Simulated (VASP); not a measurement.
A convergence study with VASP on ZnS (zinc blende): one setting is varied, all else stays as given below, so the limit is that of these other settings.

```xyz
2
Lattice="0.0000 2.7050 2.7050 2.7050 0.0000 2.7050 2.7050 2.7050 0.0000" Properties=species:S:1:pos:R:3 pbc="T T T"
Zn     0.0000     0.0000     0.0000
S      1.3525     1.3525     1.3525
```

All values below come from PBEsol GGA, VASP's PBE PAW potentials (set 64) (plane waves; VASP). The tightest run used: 550 eV cut-off, 17×17×17 Γ-centred mesh, Gaussian smearing of 0.050 eV, potentials Zn S.

Q: The settings run are 1×1×1 mesh; 2×2×2 mesh; 3×3×3 mesh; 4×4×4 mesh; 5×5×5 mesh; 6×6×6 mesh; 8×8×8 mesh; 9×9×9 mesh; 10×10×10 mesh; 11×11×11 mesh; 12×12×12 mesh; 13×13×13 mesh; 14×14×14 mesh; 15×15×15 mesh; 16×16×16 mesh; 17×17×17 mesh. From which on does the stress (every component) stay within 0.2 GPa of the tightest run?

A: From 5×5×5 mesh on: it is off by 0.08 there and by no more than 0.2 in any finer run, while 4×4×4 mesh is off by 0.33.
```json
[
 {"setting": "1×1×1 mesh", "E (eV/atom)": "2.6414", "pressure (GPa)": "49.35", "irreducible k-points": "1", "difference judged (GPa)": "51.37"},
 {"setting": "2×2×2 mesh", "E (eV/atom)": "-3.1378", "pressure (GPa)": "3.88", "irreducible k-points": "3", "difference judged (GPa)": "5.90"},
 {"setting": "3×3×3 mesh", "E (eV/atom)": "-3.6754", "pressure (GPa)": "-0.72", "irreducible k-points": "4", "difference judged (GPa)": "1.30"},
 {"setting": "4×4×4 mesh", "E (eV/atom)": "-3.7659", "pressure (GPa)": "-1.69", "irreducible k-points": "8", "difference judged (GPa)": "0.33"},
 {"setting": "5×5×5 mesh", "E (eV/atom)": "-3.7849", "pressure (GPa)": "-1.94", "irreducible k-points": "10", "difference judged (GPa)": "0.08"},
 {"setting": "6×6×6 mesh", "E (eV/atom)": "-3.7894", "pressure (GPa)": "-1.99", "irreducible k-points": "16", "difference judged (GPa)": "0.03"},
 {"setting": "8×8×8 mesh", "E (eV/atom)": "-3.7910", "pressure (GPa)": "-2.01", "irreducible k-points": "29", "difference judged (GPa)": "0.01"},
 {"setting": "9×9×9 mesh", "E (eV/atom)": "-3.7912", "pressure (GPa)": "-2.02", "irreducible k-points": "35", "difference judged (GPa)": "0.00"},
 {"setting": "10×10×10 mesh", "E (eV/atom)": "-3.7912", "pressure (GPa)": "-2.02", "irreducible k-points": "47", "difference judged (GPa)": "0.00"},
 {"setting": "11×11×11 mesh", "E (eV/atom)": "-3.7912", "pressure (GPa)": "-2.02", "irreducible k-points": "56", "difference judged (GPa)": "0.00"},
 {"setting": "12×12×12 mesh", "E (eV/atom)": "-3.7912", "pressure (GPa)": "-2.02", "irreducible k-points": "72", "difference judged (GPa)": "0.00"},
 {"setting": "13×13×13 mesh", "E (eV/atom)": "-3.7912", "pressure (GPa)": "-2.02", "irreducible k-points": "84", "difference judged (GPa)": "0.00"},
 {"setting": "14×14×14 mesh", "E (eV/atom)": "-3.7912", "pressure (GPa)": "-2.02", "irreducible k-points": "104", "difference judged (GPa)": "0.00"},
 {"setting": "15×15×15 mesh", "E (eV/atom)": "-3.7912", "pressure (GPa)": "-2.02", "irreducible k-points": "120", "difference judged (GPa)": "0.00"},
 {"setting": "16×16×16 mesh", "E (eV/atom)": "-3.7912", "pressure (GPa)": "-2.02", "irreducible k-points": "145", "difference judged (GPa)": "0.00"},
 {"setting": "17×17×17 mesh", "E (eV/atom)": "-3.7912", "pressure (GPa)": "-2.02", "irreducible k-points": "165", "difference judged (GPa)": "0.00"}
]
```

Left out are rungs that failed or repeat a setting and relaxations that didn't move; long series are thinned to 24 rows.

The compound is ZnS in the zinc blende structure. The cell was not relaxed at this level.
